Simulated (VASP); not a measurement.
These are PBE GGA with D4 dispersion, VASP's PBE PAW potentials (set 64) (plane waves; VASP) values and carry that method's errors.

A VASP calculation is set up with these files.

### POSCAR
```
Li
1.0
 -1.7419888716   1.7419888716   1.7419888716
  1.7419888716  -1.7419888716   1.7419888716
  1.7419888716   1.7419888716  -1.7419888716
Li
1
Cartesian
  0.0000000000   0.0000000000   0.0000000000
```

**INCAR**
```
ALGO = Normal
EDIFF = 1E-7
ENCUT = 520
GGA = PE
ISIF = 2
ISMEAR = 1
IVDW = 13
LASPH = T
LCHARG = F
LREAL = F
LWAVE = F
NELM = 100
PREC = Accurate
SIGMA = 0.1
SYSTEM = Li
```

KPOINTS:
```
Automatic mesh
0
Gamma
15 15 15
0 0 0
```

POTCAR, in this order: Li_sv (PBE.64 set). Program: vasp_std.

Task: What will the output report for the number of irreducible k-points (NKPTS), largest plane-wave count, number of space-group operations, FFT grid (NGX, NGY, NGZ)?

Result: 
- number of irreducible k-points (NKPTS) = 120
- largest plane-wave count = 586
- number of space-group operations = 48
- FFT grid (NGX, NGY, NGZ) = 24 × 24 × 24

The compound is Li in the bcc structure. This cell is one point of a volume scan, at 1.06 of the reference volume.
